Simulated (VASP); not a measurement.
The system is C.

```xyz
4
Lattice="2.4673 0.0000 0.0000 -1.2336 2.1367 0.0000 0.0000 0.0000 7.8031" Properties=species:S:1:pos:R:3 pbc="T T T"
C     0.0000    0.0000    1.9508
C     0.0000    0.0000    5.8523
C     0.0000    1.4245    1.9508
C     1.2336    0.7122    5.8523
```

```yaml
Program: VASP 6.6.1
Task: relaxation of cell and atoms
Functional: PBE
Dispersion: D3(BJ)
Potentials_or_basis: VASP PAW PBE potentials, release 64 (C)
Cutoff: 520 eV
k_mesh: 15 × 15 × 4
Occupations: gaussian, width 0.02 eV
Spin: no spin polarisation
```

At the start: pressure -0.8 GPa; volume 10.28 Å³/atom.

How do energy, volume and symmetry change on relaxing?

Over 22 steps the energy falls by 13.5 meV/atom and the volume is 8.80 Å³/atom (-14.5 %); space group P6_3/mmc (No. 194, to 0.05 Å).

The path:
| step | energy change (eV) | largest force (eV/Å) | pressure (GPa) | volume (Å³) |
| --- | --- | --- | --- | --- |
| 1 | 0.0000 | 0.0000 | -0.77 | 41.14 |
| 2 | -0.0030 | 0.0000 | -0.37 | 40.84 |
| 3 | -0.0109 | 0.0000 | 0.88 | 39.97 |
| 4 | -0.0217 | 0.0000 | 3.64 | 38.23 |
| 5 | -0.0132 | 0.0000 | 10.50 | 34.82 |
| 6 | -0.0239 | 0.0000 | 5.09 | 37.41 |
| 7 | -0.0243 | 0.0000 | 5.07 | 37.39 |
| 8 | -0.0253 | 0.0000 | 5.03 | 37.32 |
| 9 | -0.0272 | 0.0000 | 4.95 | 37.19 |
| 10 | -0.0310 | 0.0000 | 4.79 | 36.92 |
| 11 | -0.0379 | 0.0000 | 4.47 | 36.39 |
| 12 | -0.0473 | 0.0000 | 3.90 | 35.31 |
| 13 | -0.0373 | 0.0000 | 3.10 | 33.14 |
| 14 | -0.0492 | 0.0000 | 3.63 | 34.77 |
| 15 | -0.0493 | 0.0000 | 3.56 | 34.59 |
| 16 | -0.0515 | 0.0000 | 2.58 | 34.80 |
| 17 | -0.0538 | 0.0000 | -0.22 | 35.43 |
| 18 | -0.0538 | 0.0000 | 0.14 | 35.34 |
| 19 | -0.0538 | 0.0000 | 0.21 | 35.33 |
| 20 | -0.0538 | 0.0000 | 0.20 | 35.31 |
| 21 | -0.0539 | 0.0000 | 0.13 | 35.27 |
| 22 | -0.0539 | 0.0000 | 0.02 | 35.18 |

Final structure:
```
C
1.0
     2.46595    0.00000    0.00000
    -1.23297    2.13557    0.00000
     0.00000    0.00000    6.68040
C
4
Direct
  0.00000 0.00000 0.25000
  0.00000 0.00000 0.75000
  0.33333 0.66667 0.25000
  0.66667 0.33333 0.75000
```
